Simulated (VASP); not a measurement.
Consider the following.

```xyz
6
Lattice="2.6083 -4.5178 0.0000 2.6083 4.5178 0.0000 0.0000 0.0000 4.1650" Properties=species:S:1:pos:R:3 pbc="T T T"
Co     3.9125     2.2589     0.0000
Co     2.6083     0.0000     0.0000
Co     3.9125    -2.2589     0.0000
Sn     5.2167     0.0000     0.0000
Sn     2.6083     1.5059     2.0825
Sn     2.6083    -1.5059     2.0825
```

Level of theory: PBEsol GGA with spin-orbit coupling, VASP's PBE PAW potentials (set 64) (plane waves; VASP). Run with 400 eV cut-off, 6×6×7 Γ-centred mesh, Gaussian smearing of 0.050 eV, potentials Co Sn_d.

Question: Give the energies of bands 63 to 76 at the high-symmetry points, in eV from the Fermi level.

Answer: 
```tsv
band	Γ	M	K	A	L	H
63	-0.49	-0.51	-0.65	-0.58	-0.76	-0.80
64	-0.49	-0.51	-0.65	-0.58	-0.76	-0.80
65	-0.43	-0.44	-0.22	-0.56	-0.56	-0.70
66	-0.43	-0.44	-0.22	-0.56	-0.56	-0.70
67	-0.40	0.70	1.10	-0.55	-0.48	-0.64
68	-0.40	0.70	1.10	-0.55	-0.48	-0.64
69	0.47	1.00	1.30	-0.42	-0.44	-0.52
70	0.47	1.00	1.30	-0.42	-0.44	-0.52
71	0.67	1.73	1.43	-0.41	-0.15	-0.15
72	0.67	1.73	1.43	-0.41	-0.15	-0.15
73	1.32	1.82	1.86	-0.21	0.39	1.26
74	1.32	1.82	1.86	-0.21	0.39	1.26
75	1.45	2.62	1.88	0.48	1.28	3.39
76	1.45	2.62	1.88	0.48	1.28	3.39
```

It has no gap at this level: it comes out as a metal or semimetal.

The compound is CoSn in the sg191 structure. It was relaxed first.
